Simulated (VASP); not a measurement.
Method: r2SCAN meta-GGA, VASP's PBE PAW potentials (set 64) (plane waves; VASP).

VASP ran on this input.

KPOINTS:
```
Automatic
0
G
13 13 13
```

INCAR:
```
# general
SYSTEM =Mg
PREC   =Accurate
ENCUT  =400   # plane-wave cut-off (eV)
LREAL  =.FALSE.   # projection in real space or not
LASPH  =.TRUE.

# electronic loop
EDIFF  =1E-6
NELM   =100   # most electronic steps
ALGO   =Normal   # blocked Davidson
LMIXTAU=.TRUE.

# smearing
ISMEAR =1   # Methfessel-Paxton
SIGMA  =0.1

# functional
METAGGA=R2SCAN

# ions
IBRION =2   # conjugate gradients
NSW    =60   # most ionic steps
ISIF   =3   # ions, shape and volume
EDIFFG =-0.01   # ionic stop

# output
LWAVE  =.FALSE.
LCHARG =.FALSE.
```

POSCAR:
```
Mg
1
    0.0000000000     2.2656380000     2.2656380000
    2.2656380000     0.0000000000     2.2656380000
    2.2656380000     2.2656380000     0.0000000000
Mg
1
Direct
  0.0000000000   0.0000000000   0.0000000000
```

POTCAR, in this order: Mg (PBE.64 set). Program: vasp_std.

The resulting files:

File OUTCAR:
```
 ion  position               nearest neighbor table
   1  0.000  0.000  0.000-
  LATTYP: Found a face centered cubic cell.
 ALAT       =     4.5312760000
 Subroutine PRICEL returns:
 Original cell was already a primitive cell.
 Subroutine GETGRP returns: Found 48 space group operations
The static configuration has the point symmetry O_h .
The dynamic configuration has the point symmetry O_h .
 Subroutine INISYM returns: Found 48 space group operations
 Subroutine IBZKPT returns following result:
 Found     84 irreducible k-points:

 Following reciprocal coordinates:
            Coordinates               Weight
  0.000000  0.000000  0.000000      1.000000
  0.076923  0.000000  0.000000      8.000000
  0.153846  0.000000  0.000000      8.000000
  0.230769  0.000000  0.000000      8.000000
  0.307692  0.000000  0.000000      8.000000
  0.384615  0.000000  0.000000      8.000000
  0.461538  0.000000  0.000000      8.000000
  0.076923  0.076923  0.000000      6.000000
  0.153846  0.076923  0.000000     24.000000
  0.230769  0.076923  0.000000     24.000000
  0.307692  0.076923  0.000000     24.000000
  0.384615  0.076923  0.000000     24.000000
  0.461538  0.076923  0.000000     24.000000
 -0.461538  0.076923  0.000000     24.000000
 -0.384615  0.076923  0.000000     24.000000
 -0.307692  0.076923  0.000000     24.000000
 -0.230769  0.076923  0.000000     24.000000
 -0.153846  0.076923  0.000000     24.000000
 -0.076923  0.076923  0.000000     12.000000
  0.153846  0.153846  0.000000      6.000000
  0.230769  0.153846  0.000000     24.000000
  0.307692  0.153846  0.000000     24.000000
  0.384615  0.153846  0.000000     24.000000
  0.461538  0.153846  0.000000     24.000000
 -0.461538  0.153846  0.000000     24.000000
...
```

File OSZICAR:
```
       N       E                     dE             d eps       ncg     rms          rms(c)
DAV:   1    -0.336895193054E+01   -0.33690E+01   -0.71549E+02   935   0.220E+02
DAV:   2    -0.414677455442E+01   -0.77782E+00   -0.73760E+00  1075   0.151E+01
DAV:   3    -0.415187322384E+01   -0.50987E-02   -0.50893E-02  1100   0.146E+00
DAV:   4    -0.415189666641E+01   -0.23443E-04   -0.23443E-04  1060   0.809E-02
DAV:   5    -0.415189687576E+01   -0.20936E-06   -0.20921E-06  1095   0.651E-03    0.656E-01
DAV:   6    -0.412148827497E+01    0.30409E-01   -0.68862E-02  1005   0.144E+00    0.490E-01
DAV:   7    -0.423401366257E+01   -0.11253E+00   -0.24045E-02   845   0.997E-01    0.247E-01
DAV:   8    -0.413085851038E+01    0.10316E+00   -0.46430E-02   845   0.110E+00    0.457E-02
DAV:   9    -0.413061660535E+01    0.24191E-03   -0.60360E-04  1015   0.186E-01    0.478E-02
DAV:  10    -0.412805095162E+01    0.25657E-02   -0.22125E-03   910   0.291E-01    0.267E-02
DAV:  11    -0.412756432238E+01    0.48663E-03   -0.12165E-03   985   0.182E-01    0.260E-02
DAV:  12    -0.412768559145E+01   -0.12127E-03   -0.78888E-05   860   0.655E-02    0.180E-02
DAV:  13    -0.412743079659E+01    0.25479E-03   -0.22798E-05   855   0.275E-02    0.135E-02
DAV:  14    -0.412743370703E+01   -0.29104E-05   -0.19444E-05   970   0.287E-02    0.810E-03
DAV:  15    -0.412743179178E+01    0.19152E-05   -0.10836E-06   885   0.614E-03    0.514E-03
DAV:  16    -0.412743230930E+01   -0.51752E-06   -0.58058E-07   840   0.412E-03
   1 F= -.41274323E+01 E0= -.41273662E+01  d E =-.412743E+01
       N       E                     dE             d eps       ncg     rms          rms(c)
DAV:   1    -0.412960604763E+01   -0.21743E-02   -0.76754E-03  1025   0.515E-01    0.256E-02
DAV:   2    -0.412967848475E+01   -0.72437E-04   -0.18644E-04  1010   0.874E-02    0.197E-02
DAV:   3    -0.413034196151E+01   -0.66348E-03   -0.49863E-04   845   0.110E-01    0.187E-02
DAV:   4    -0.412964323840E+01    0.69872E-03   -0.30470E-04   845   0.839E-02    0.139E-03
DAV:   5    -0.412964099108E+01    0.22473E-05   -0.42717E-06  1085   0.165E-02    0.541E-04
DAV:   6    -0.412964087062E+01    0.12047E-06   -0.25868E-07   455   0.446E-03
   2 F= -.41296409E+01 E0= -.41295721E+01  d E =-.220856E-02
       N       E                     dE             d eps       ncg     rms          rms(c)
DAV:   1    -0.412973845440E+01   -0.97463E-04   -0.42721E-04  1020   0.121E-01    0.610E-03
DAV:   2    -0.412974427016E+01   -0.58158E-05   -0.91043E-06  1000   0.192E-02    0.465E-03
DAV:   3    -0.412977622102E+01   -0.31951E-04   -0.22385E-05   840   0.231E-02    0.393E-03
DAV:   4    -0.412974461177E+01    0.31609E-04   -0.13080E-05   840   0.171E-02    0.318E-04
DAV:   5    -0.412974419446E+01    0.41731E-06   -0.17597E-07   430   0.347E-03
   3 F= -.41297442E+01 E0= -.41296753E+01  d E =-.231189E-02
```

**OUTCAR**
```
------------------------ aborting loop because EDIFF is reached ----------------------------------------
  FORCE on cell =-STRESS in cart. coord.  units (eV):
  Direction    XX          YY          ZZ          XY          YZ          ZX
  --------------------------------------------------------------------------------------
  Total       -0.0037505     -0.0037505     -0.0037505     -0.0000000      0.0000000     -0.0000000
  in kB       -0.2657367     -0.2657367     -0.2657367     -0.0000000      0.0000000     -0.0000000
  external PRESSURE =      -0.2657367 kB  Pullay stress =       0.0000000 kB
  volume of cell :       22.61
      direct lattice vectors                 reciprocal lattice vectors
     0.000000000  2.244426181  2.244426181    -0.222774090  0.222774090  0.222774090
     2.244426181 -0.000000000  2.244426181     0.222774090 -0.222774090  0.222774090
     2.244426181  2.244426181 -0.000000000     0.222774090  0.222774090 -0.222774090
 POSITION                                       TOTAL-FORCE (eV/Angst)
 -----------------------------------------------------------------------------------
      0.00000     -0.00000      0.00000        -0.000000      0.000000      0.000000
 -----------------------------------------------------------------------------------
    total drift:                               -0.000000      0.000000      0.000000
  FREE ENERGIE OF THE ION-ELECTRON SYSTEM (eV)
  ---------------------------------------------------
  free  energy   TOTEN  =        -4.1297441945 eV

  energy  without entropy=       -4.1295374072  energy(sigma->0) =       -4.12967527

 reached required accuracy - stopping structural energy minimisation
```
(Selected blocks of OUTCAR.)

### CONTCAR
```
Mg
   1.00000000000000
     0.0000000000000000    2.2444261814455033    2.2444261814455033
     2.2444261814455033   -0.0000000000000000    2.2444261814455033
     2.2444261814455033    2.2444261814455033   -0.0000000000000000
  Mg
     1
Direct
     0.0000000000000000    0.0000000000000000    0.0000000000000000
```

OUTCAR:
```
 val. band max:        2.6379704012   @ k =  -0.3077   0.3846   0.0769

 cond. band min:       2.8189134171   @ k =   0.4615   0.0769   0.0000


 Fermi energy:         2.6411612614

 k-point     1 :       0.0000    0.0000    0.0000
  band No.  band energies     occupation
      1      -4.7347      2.00000
      2      16.0004      0.00000
      3      16.0004      0.00000
      4      16.0004      0.00000
      5      18.3362      0.00000

 k-point     2 :       0.0769    0.0000    0.0000
  band No.  band energies     occupation
      1      -4.5932      2.00000
      2      14.0229      0.00000
      3      15.7195      0.00000
      4      15.7195      0.00000
      5      18.1806      0.00000

 k-point     3 :       0.1538    0.0000    0.0000
  band No.  band energies     occupation
      1      -4.1696      2.00000
      2      11.3040      0.00000
      3      15.2455      0.00000
      4      15.2455      0.00000
      5      17.7747      0.00000

 k-point     4 :       0.2308    0.0000    0.0000
  band No.  band energies     occupation
      1      -3.4679      2.00000
      2       8.6850      0.00000
      3      14.8771      0.00000
      4      14.8771      0.00000
      5      17.3961      0.00000

 k-point     5 :       0.3077    0.0000    0.0000
  band No.  band energies     occupation
      1      -2.4942      2.00000
      2       6.2527      0.00000
      3      14.6876      0.00000
      4      14.6876      0.00000
      5      17.1705      0.00000

 k-point     6 :       0.3846    0.0000    0.0000
  band No.  band energies     occupation
      1      -1.2591      2.00000
      2       4.0395     -0.00000
      3      14.6805      0.00000
      4      14.6806      0.00000
      5      16.5953      0.00000

 k-point     7 :       0.4615    0.0000    0.0000
  band No.  band energies     occupation
      1       0.1987      2.00000
      2       2.0915      2.00000
      3      14.7875      0.00000
...
```

Energy and stress use the plane-wave basis of the starting cell.

The structure was generated: Mg was put into the fcc type (Fm-3m), which need not be its known phase. This run relaxes it. Symmetry was kept, so distortions that lower it aren't found.
